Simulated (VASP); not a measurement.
A convergence study with VASP on LiBr (space group Fm-3m): one setting is varied, all else stays as given below, so the limit is that of these other settings.

```
LiBr
1.0
    0.00000     2.74175     2.74175
    2.74175     0.00000     2.74175
    2.74175     2.74175     0.00000
Li Br
1 1
Direct
  0.00000   0.00000   0.00000
  0.50000   0.50000   0.50000
```

All values below come from PBEsol GGA, VASP's PBE PAW potentials (set 64) (plane waves; VASP). The tightest run used: 400 eV cut-off, 12×12×12 Γ-centred mesh, Gaussian smearing of 0.010 eV, potentials Li_sv Br.

| setting | mean ε∞ | irreducible k-points |
|---|---|---|
| 3×3×3 mesh | 4.17 | 4 |
| 4×4×4 mesh | 3.69 | 8 |
| 5×5×5 mesh | 3.55 | 10 |

Task: These are the cheaper rows. Estimate the results at 12×12×12 mesh, and how far the last row shown lies from them.

Result: 
| quantity | tightest run | last row shown is off by |
|---|---|---|
| mean ε∞ | 3.48 | 0.07 |

Left out are rungs that failed or repeat a setting and relaxations that didn't move; long series are thinned to 24 rows.

The structure is a typed LiBr crystal (space group no. 225). The cell was not relaxed at this level.
